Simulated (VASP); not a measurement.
Data:

```
Rh
1.0
    0.00000     2.71189     2.71189
    2.71189     0.00000     2.71189
    2.71189     2.71189     0.00000
Rh
2
Direct
  0.75000   0.75000   0.75000
  0.50000   0.50000   0.50000
```

These are PBEsol GGA, VASP's PBE PAW potentials (set 64) (plane waves; VASP) values and carry that method's errors. Run with 400 eV cut-off, Gaussian smearing of 0.050 eV, potentials Rh_pv.

Q: What does the run give for the band gap (along the path) with the smallest direct gap where there is one?

A: 
| Property | Result |
|---|---|
| band gap (along the path) | none (metal, semimetal or under 0.01 eV) |

The absolute energy has meaning only against runs of the same code, potentials and settings.

The structure was generated: Rh was put into the diamond type (Fd-3m), which need not be its known phase. It was relaxed first, which changed the volume by +13 %.
